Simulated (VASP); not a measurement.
Input of a VASP 6.6.1 run:

Contents of INCAR:

```
PREC     = Accurate       # precision mode
ENCUT    = 450            # plane-wave cutoff, eV
EDIFF    = 1E-8           # SCF threshold, eV
ISMEAR   = 0              # smearing method
SIGMA    = 0.02           # smearing width, eV
LREAL    = F              # projectors in reciprocal space
LASPH    = T              # aspherical terms in the spheres
NELM     = 120            # most SCF steps
ALGO     = Normal         # electronic algorithm
ISIF     = 2              # what is computed and relaxed
LWAVE    = F              # write WAVECAR
LCHARG   = F              # write CHGCAR
GGA      = PE             # functional
LEPSILON = T              # dielectric tensor by DFPT
IBRION   = 8              # ionic algorithm
KPAR     = 4
```

File KPOINTS:

```
regular mesh
0
Gamma
  9 9 9
```

The input POSCAR:

```
SrTiO3                                  
1.0
    3.9398812846      0.0000000000      0.0000000000
    0.0000000000      3.9398812846      0.0000000000
    0.0000000000      0.0000000000      3.9398812846
  Sr              Ti              O             
     1     1     3
Direct
     0.0000000000000000    0.0000000000000000    0.0000000000000000
     0.5000000000000000    0.5000000000000000    0.5000000000000000
     0.5000000000000000    0.0000000000000000    0.5000000000000000
     0.5000000000000000    0.5000000000000000    0.0000000000000000
     0.0000000000000000    0.5000000000000000    0.5000000000000000
```

Potentials or basis: VASP PAW PBE potentials, release 64 (Sr_sv, Ti_sv, O).

The run is started by

```sh
$ cat potpaw_PBE.64/Sr_sv/POTCAR potpaw_PBE.64/Ti_sv/POTCAR potpaw_PBE.64/O/POTCAR > POTCAR
$ mpirun -np 4 vasp_std > vasp.out
```

Task: What does it give for the electronic dielectric tensor (diagonal)?

Result: 6.33.

Task: Estimate the Born charges (mean of the diagonal).

Result: Sr +2.54; Ti +7.37; O -3.31 e.

Task: Predict the band gap on the k mesh.

Result: 1.85 eV, indirect (least direct gap 2.18 eV).

Task: What does it give for the highest phonon frequency at Γ, LO-TO splitting left out?

Result: 511 cm⁻¹.

Task: What does it give for the most unstable mode?

Result: 128i cm⁻¹.

Phonon frequencies in cm⁻¹ (negative: imaginary):
| q point | frequencies |
| --- | --- |
| (0.000, 0.000, 0.000) | -128 -128 -128 1 1 1 146 146 146 235 235 235 511 511 511 |

Caveat: some modes are imaginary; an odd mesh through Γ misses points on the zone boundary, where band edges often lie. Expect the measured gap to be larger: semilocal functionals such as PBE lack the derivative discontinuity.
